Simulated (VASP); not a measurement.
Wanted: the native input for a VASP 6.6.1 run.

```yaml
Task: relaxation of cell and atoms
Functional: PBE
Dispersion: D3(BJ)
Potentials_or_basis: VASP PAW PBE potentials, release 64 (Te, Mo_sv)
Cutoff: 600 eV
k_mesh: 12 × 12 × 1
Occupations: gaussian, width 0.03 eV
Spin: no spin polarisation
Further_INCAR_settings: ALGO = Normal; EDIFF = 1e-06; IBRION = 2; EDIFFG = -0.01; NSW = 90; ISIF = 3
```

The structure of Te2Mo lies in POSCAR:

```
Te2Mo
1.0
    3.5182000000      0.0000000000      0.0000000000
   -1.7591000000      3.0468505800      0.0000000000
    0.0000000000      0.0000000000     35.5787888000
Te Mo
6 3
Direct
    0.3333333300      0.6666666700      0.2529597100
    0.3333333300      0.6666666700      0.3542894300
    0.6666666700      0.3333333300      0.4493351400
    0.6666666700      0.3333333300      0.5506648600
    0.3333333300      0.6666666700      0.6457105700
    0.3333333300      0.6666666700      0.7470402900
    0.6666666700      0.3333333300      0.3036245700
    0.3333333300      0.6666666700      0.5000000000
    0.6666666700      0.3333333300      0.6963754300
```

The input as run:

INCAR

```
ALGO = Normal
EDIFF = 1E-6
EDIFFG = -0.01
ENCUT = 600
GGA = PE
IBRION = 2
ISIF = 3
ISMEAR = 0
IVDW = 12
KPAR = 4
LASPH = T
LATTICE_CONSTRAINTS = .TRUE. .TRUE. .FALSE.
LCHARG = F
LREAL = F
LWAVE = F
NELM = 80
NSW = 90
PREC = Accurate
SIGMA = 0.03
```

KPOINTS

```
k-points
0
Gamma
  12 12 1
```

Potentials or basis: VASP PAW PBE potentials, release 64 (Te, Mo_sv).

Run with:

```bash
$ cat potpaw_PBE.64/Te/POTCAR potpaw_PBE.64/Mo_sv/POTCAR > POTCAR
$ mpirun -np 4 vasp_std > vasp.out
```

Results of the run:

```json
{
 "Relaxed volume": "41.89 Å³/atom",
 "Relaxed cell": "a = 3.498 Å, b = 3.498 Å, c = 35.579 Å, α = 90.00°, β = 90.00°, γ = 120.00°",
 "Space group after relaxing (to 0.05 Å)": "P-6m2 (No. 187)",
 "Energy gained by relaxing": "3.0 meV/atom",
 "Ionic steps": "29",
 "Largest force after relaxing": "0.009 eV/Å",
 "Band gap on the k mesh": "0.77 eV, indirect (least direct gap 1.12 eV)",
 "Dispersion energy per atom": "-0.501 eV"
}
```

Caveat: spin-orbit coupling is left out, which moves the levels of the heavy elements.

Run time: 36 min on 4 MPI ranks on Intel(R) Xeon(R) Platinum 8488C (Sapphire Rapids), with other jobs on the host, peak memory 0.79 GiB a rank.
